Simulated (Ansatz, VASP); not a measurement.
# Cross-check of V (V wire along [100], 25 atoms a period) between VASP and Ansatz, part 2 of 3

Wanted: the spread between two codes on one cell, functional and k mesh. Of the first pair: The structure shown is the start of the Ansatz relaxation below; VASP solves that cell, so the two are compared at the walk's first step.

VASP 6.6.1 and Ansatz 0.2.0.

So far: The starting structure; Ansatz: relaxation, PBE.

**3. VASP: single point, PBE, start cell, pair 1**

Level of this step: PBE, no spin polarisation; plane waves and PAW (V_sv) (VASP).

The same cell, functional, mesh and smearing now go to VASP, with its own data sets.

Lines of VASP's logs that name or quote its potential files are left out, and so is its time.

INCAR reads:

```
SYSTEM = V
PREC = Accurate
ENCUT = 400
EDIFF = 1E-06
NELM = 120
ISMEAR = -1
SIGMA = 0.05
LREAL = .FALSE.
ALGO = Normal
GGA = PE
NBANDS = 188
LASPH = .TRUE.
LORBIT = 11
LWAVE = .FALSE.
LCHARG = .FALSE.
ISIF = 2
GGA_COMPAT = .FALSE.
KPAR = 4
```

POSCAR reads:

```
V
1.0
   18.7600000000      0.0000000000      0.0000000000
    0.0000000000     18.7600000000      0.0000000000
    0.0000000000      0.0000000000      2.9900000000
V
25
Direct
    0.1812366738      0.5000000000      0.0000000000
    0.3406183369      0.3406183369      0.0000000000
    0.3406183369      0.5000000000      0.0000000000
    0.3406183369      0.6593816631      0.0000000000
    0.5000000000      0.1812366738      0.0000000000
    0.5000000000      0.3406183369      0.0000000000
    0.5000000000      0.5000000000      0.0000000000
    0.5000000000      0.6593816631      0.0000000000
    0.5000000000      0.8187633262      0.0000000000
    0.6593816631      0.3406183369      0.0000000000
    0.6593816631      0.5000000000      0.0000000000
    0.6593816631      0.6593816631      0.0000000000
    0.8187633262      0.5000000000      0.0000000000
    0.2609275053      0.4203091684      0.5000000000
    0.2609275053      0.5796908316      0.5000000000
    0.4203091684      0.2609275053      0.5000000000
    0.4203091684      0.4203091684      0.5000000000
    0.4203091684      0.5796908316      0.5000000000
    0.4203091684      0.7390724947      0.5000000000
    0.5796908316      0.2609275053      0.5000000000
    0.5796908316      0.4203091684      0.5000000000
    0.5796908316      0.5796908316      0.5000000000
    0.5796908316      0.7390724947      0.5000000000
    0.7390724947      0.4203091684      0.5000000000
    0.7390724947      0.5796908316      0.5000000000
```

KPOINTS reads:

```
Automatic mesh
0
Gamma
1 1 27
0 0 0
```

The projector-augmented-wave data sets are V_sv (PBE family, release 64).

Started as:

```
mpirun -np 4 vasp_std
```

Numbers of over 12 decimals in the logs are rounded to 6 here.

Log:

```text
[banner, memory and clock lines left out]
running    4 mpi-ranks, on    1 nodes
 distrk:  each k-point on    1 cores,    4 groups
 distr:  one band on    1 cores,    1 groups

 POSCAR found type information on POSCAR V
 POSCAR found :  1 types and      25 ions
|                                                                             |
|               ----> ADVICE to this user running VASP <----                  |
|                                                                             |
|     You have a (more or less) 'large supercell' and for larger cells it     |
|     might be more efficient to use real-space projection operators.         |
|     Therefore, try LREAL= Auto in the INCAR file.                           |
|     Mind: For very accurate calculation, you might also keep the            |
|     reciprocal projection scheme (i.e. LREAL=.FALSE.).                      |
|                                                                             |

 LDA part: xc-table for (Slater+PW92), standard interpolation
 POSCAR, INCAR and KPOINTS ok, starting setup
 FFT: planning ... GRIDC
 FFT: planning ... GRID_SOFT
 FFT: planning ... GRID
 WAVECAR not read
 entering main loop
       N       E                     dE             d eps       ncg     rms          rms(c)
DAV:   1     0.376338036283E+04    0.37634E+04   -0.19260E+05  7264   0.135E+03
DAV:   2    -0.313602735289E+02   -0.37947E+04   -0.37354E+04  5288   0.506E+02
DAV:   3    -0.243888056613E+03   -0.21253E+03   -0.20481E+03  7408   0.112E+02
DAV:   4    -0.255629716856E+03   -0.11742E+02   -0.11258E+02  6984   0.205E+01
DAV:   5    -0.256083101140E+03   -0.45338E+00   -0.44087E+00  6792   0.347E+00    0.832E+01
DAV:   6    -0.455921984750E+03   -0.19984E+03   -0.26359E+03  7224   0.973E+01    0.111E+02
DAV:   7    -0.231766760011E+03    0.22416E+03   -0.26327E+03  7460   0.863E+01    0.525E+01
DAV:   8    -0.230462128186E+03    0.13046E+01   -0.69963E+02  7184   0.565E+01    0.468E+01
DAV:   9    -0.212520535873E+03    0.17942E+02   -0.18639E+02  6912   0.273E+01    0.251E+01
DAV:  10    -0.209338587970E+03    0.31819E+01   -0.48390E+01  6952   0.165E+01    0.194E+01
DAV:  11    -0.207517418918E+03    0.18212E+01   -0.58343E+00  6784   0.775E+00    0.136E+01
DAV:  12    -0.206263297826E+03    0.12541E+01   -0.52547E+00  6784   0.776E+00    0.840E+00
DAV:  13    -0.205786505907E+03    0.47679E+00   -0.45421E+00  6840   0.656E+00    0.633E+00
DAV:  14    -0.205653011229E+03    0.13349E+00   -0.12779E+00  6968   0.386E+00    0.417E+00
[...]
DAV:  27    -0.205426293399E+03   -0.51050E-04   -0.17972E-05  5144   0.129E-02    0.546E-03
DAV:  28    -0.205426323684E+03   -0.30285E-04   -0.37402E-06  3872   0.389E-03    0.452E-03
DAV:  29    -0.205426340605E+03   -0.16921E-04   -0.10030E-06  3712   0.325E-03    0.389E-03
DAV:  30    -0.205426357791E+03   -0.17185E-04   -0.95133E-07  3536   0.234E-03    0.333E-03
DAV:  31    -0.205426365758E+03   -0.79671E-05   -0.68464E-07  3400   0.250E-03    0.136E-03
DAV:  32    -0.205426367917E+03   -0.21597E-05   -0.18229E-07  3152   0.111E-03    0.138E-03
DAV:  33    -0.205426369307E+03   -0.13892E-05   -0.10354E-07  3144   0.833E-04    0.918E-04
DAV:  34    -0.205426370163E+03   -0.85592E-06   -0.70516E-08  3112   0.763E-04
   1 F= -.20542637E+03 E0= -.20521821E+03  d E =-.416327E+00
```

From OUTCAR (step 3):

```text
ion  position               nearest neighbor table
   1  0.181  0.500  0.000-  14 2.59  15 2.59  14 2.59  15 2.59
   2  0.341  0.341  0.000-  17 2.59  17 2.59  14 2.59  14 2.59  16 2.59  16 2.59
   3  0.341  0.500  0.000-  17 2.59  18 2.59  17 2.59  18 2.59  14 2.59  15 2.59  14 2.59  15 2.59

  LATTYP: Found a simple tetragonal cell.
 ALAT       =    18.7600000000
 C/A-ratio  =     0.1593816631

 Subroutine GETGRP returns: Found 16 space group operations
 (whereof 16 operations were pure point group operations)

The static configuration has the point symmetry D_4h.

 Found     14 irreducible k-points:

   k-points           NKPTS =     14   k-points in BZ     NKDIM =     14   number of bands    NBANDS=    188

   dimension x,y,z NGX =   126 NGY =  126 NGZ =   20
   dimension x,y,z NGXF=   252 NGYF=  252 NGZF=   40

   ENCUT  =  400.0 eV  29.40 Ry    5.42 a.u.  30.59 30.59  4.88*2*pi/ulx,y,z

   NELECT =     325.0000    total number of electrons

 k-points in reciprocal lattice and weights: Automatic mesh
   0.00000000  0.00000000  0.00000000       0.037
   0.00000000  0.00000000  0.03703704       0.074
   0.00000000  0.00000000  0.07407407       0.074
   0.00000000  0.00000000  0.11111111       0.074
   0.00000000  0.00000000  0.14814815       0.074
   0.00000000  0.00000000  0.18518519       0.074
   0.00000000  0.00000000  0.22222222       0.074
   0.00000000  0.00000000  0.25925926       0.074
   0.00000000  0.00000000  0.29629630       0.074
[...]
0.00000000  0.00000000  0.44444444       0.074
   0.00000000  0.00000000  0.48148148       0.074

 average (electrostatic) potential at core
       1 -79.9128       2 -79.6579       3 -79.5922       4 -79.6579       5 -79.9128
       6 -79.5922       7 -79.5109       8 -79.5922       9 -79.9128      10 -79.6579
      11 -79.5922      12 -79.6579      13 -79.9128      14 -79.7293      15 -79.7293
      16 -79.7293      17 -79.5511      18 -79.5511      19 -79.7293      20 -79.7293
      21 -79.5511      22 -79.5511      23 -79.7293      24 -79.7293      25 -79.7293

 E-fermi :   0.3634

 k-point     1 :       0.0000    0.0000    0.0000
  band No.  band energies     occupation
    ...
    152       0.2584      1.78164
    153       0.3167      1.43574
    154       0.3167      1.43574
    155       0.3341      1.28459
    156       0.3927      0.71525
    157       0.4932      0.13871
    158       0.5012      0.11954
    159       0.5306      0.06813
    160       0.5659      0.03423
    161       0.5659      0.03423
    ...

 k-point     2 :       0.0000    0.0000    0.0370
  band No.  band energies     occupation
    ...
    152       0.2321      1.86484
    153       0.2838      1.66174
    154       0.3237      1.37731
    155       0.3237      1.37731
    156       0.3777      0.85720
    157       0.4358      0.38033
    158       0.5424      0.05424
    159       0.5424      0.05424
    160       0.5725      0.03006
    161       0.5808      0.02550
    ...

 k-point     3 :       0.0000    0.0000    0.0741
  band No.  band energies     occupation
    ...
    153       0.2435      1.83337
    154       0.3107      1.48256
    155       0.3107      1.48256
    156       0.3380      1.24832
    157       0.4065      0.59387
    158       0.4582      0.26110
    159       0.4582      0.26110
    160       0.5136      0.09439
    161       0.5316      0.06688
    162       0.5913      0.02072
    ...

  Total      -25.3291498    -25.3291498    -26.2255316      0.0000000      0.0000000      0.0000000
  in kB      -38.5650891    -38.5650891    -39.9298819      0.0000000      0.0000000      0.0000000
  external PRESSURE =     -39.0200201 kB  Pullay stress =       0.0000000 kB

  energy-cutoff  :      400.00
  volume of cell :     1052.29
      direct lattice vectors                 reciprocal lattice vectors
    18.760000000  0.000000000  0.000000000     0.053304904  0.000000000  0.000000000
     0.000000000 18.760000000  0.000000000     0.000000000  0.053304904  0.000000000
     0.000000000  0.000000000  2.990000000     0.000000000  0.000000000  0.334448161

 POSITION                                       TOTAL-FORCE (eV/Angst)
 -----------------------------------------------------------------------------------
      3.40000      9.38000      0.00000         1.912948      0.000000      0.000000
      6.39000      6.39000      0.00000         0.164468      0.164468     -0.000000
      6.39000      9.38000      0.00000        -0.383816      0.000000     -0.000000
      6.39000     12.37000      0.00000         0.164468     -0.164468     -0.000000
      9.38000      3.40000      0.00000        -0.000000      1.912948      0.000000
      9.38000      6.39000      0.00000        -0.000000     -0.383816     -0.000000
      9.38000      9.38000      0.00000        -0.000000      0.000000      0.000000
      9.38000     12.37000      0.00000        -0.000000      0.383816     -0.000000
      9.38000     15.36000      0.00000        -0.000000     -1.912948      0.000000
     12.37000      6.39000      0.00000        -0.164468      0.164468      0.000000
     12.37000      9.38000      0.00000         0.383816      0.000000      0.000000
     12.37000     12.37000      0.00000        -0.164468     -0.164468      0.000000
     15.36000      9.38000      0.00000        -1.912948      0.000000     -0.000000
      4.89500      7.88500      1.49500        -0.173224      0.709479     -0.000000
      4.89500     10.87500      1.49500        -0.173224     -0.709479      0.000000
      7.88500      4.89500      1.49500         0.709479     -0.173224      0.000000
      7.88500      7.88500      1.49500        -0.312668     -0.312668      0.000000
      7.88500     10.87500      1.49500        -0.312668      0.312668      0.000000
      7.88500     13.86500      1.49500         0.709479      0.173224     -0.000000
     10.87500      4.89500      1.49500        -0.709479     -0.173224     -0.000000
     10.87500      7.88500      1.49500         0.312668     -0.312668     -0.000000
     10.87500     10.87500      1.49500         0.312668      0.312668     -0.000000
     10.87500     13.86500      1.49500        -0.709479      0.173224      0.000000
     13.86500      7.88500      1.49500         0.173224      0.709479      0.000000
     13.86500     10.87500      1.49500         0.173224     -0.709479      0.000000
 -----------------------------------------------------------------------------------
    total drift:                                0.000000      0.000000     -0.000000

  FREE ENERGIE OF THE ION-ELECTRON SYSTEM (eV)
  ---------------------------------------------------
  free  energy   TOTEN  =      -205.4263701626 eV

  energy  without entropy=     -205.0100431345  energy(sigma->0) =     -205.21820665

 total charge
# of ion       s       p       d       tot
------------------------------------------
    1        2.331   6.070   3.072  11.472
    2        2.333   6.139   3.091  11.563
    3        2.340   6.233   3.068  11.642
    4        2.333   6.139   3.091  11.563
    5        2.331   6.070   3.072  11.472
    6        2.340   6.233   3.068  11.642
    7        2.341   6.245   3.055  11.641
    8        2.340   6.233   3.068  11.642
    9        2.331   6.070   3.072  11.472
   10        2.333   6.139   3.091  11.563
   11        2.340   6.233   3.068  11.642
   12        2.333   6.139   3.091  11.563
   13        2.331   6.070   3.072  11.472
   14        2.329   6.150   3.067  11.545
   15        2.329   6.150   3.067  11.545
   16        2.329   6.150   3.067  11.545
   17        2.341   6.237   3.065  11.643
   18        2.341   6.237   3.065  11.643
   19        2.329   6.150   3.067  11.545
   20        2.329   6.150   3.067  11.545
   21        2.341   6.237   3.065  11.643
   22        2.341   6.237   3.065  11.643
   23        2.329   6.150   3.067  11.545
   24        2.329   6.150   3.067  11.545
   25        2.329   6.150   3.067  11.545
--------------------------------------------------
tot         58.350 154.157  76.772 289.279

[... 3 further parts left out ...]
```

This run has no spin polarisation, so a moment on V, if there is one, isn't seen. Its electron count is odd, so without a moment it is a metal by construction.

**4. Differences**

Known differences besides the potentials themselves: the cutoff is 420 eV in Ansatz and 400 eV in VASP. Total energies have different zeros and are not compared.

Forces on 7 of the 25 atoms, those with the largest forces and the largest differences (eV/Å; atoms numbered as in POSCAR):

```csv
atom,"Ansatz x, y, z","VASP x, y, z"
V1,"1.939, 0.000, 0.000","1.913, 0.000, 0.000"
V5,"0.000, 1.939, 0.000","0.000, 1.913, 0.000"
V9,"0.000, -1.939, 0.000","0.000, -1.913, 0.000"
V13,"-1.939, 0.000, 0.000","-1.913, 0.000, 0.000"
V14,"-0.166, 0.721, 0.000","-0.173, 0.709, 0.000"
V15,"-0.166, -0.721, 0.000","-0.173, -0.709, 0.000"
V16,"0.721, -0.166, 0.000","0.709, -0.173, 0.000"
```

The forces differ by 8.1 meV/Å r.m.s., which is 1.6 % of the r.m.s. force of 0.523 eV/Å (both taken over all components).

[end of part 2 of 3]

[Lines on the potential files, build, host, timing and source positions are cut from VASP's logs without a mark.]

[Logs are printed without paths, hosts, clocks, repeated set-up lines and the standing remarks that a program may print on its own settings, such as how far it seeks lower states.]

[Hosts, paths, dates, database ids (printed as entryN), source tags and the programs' standing remarks are cut or masked in the printed files.]
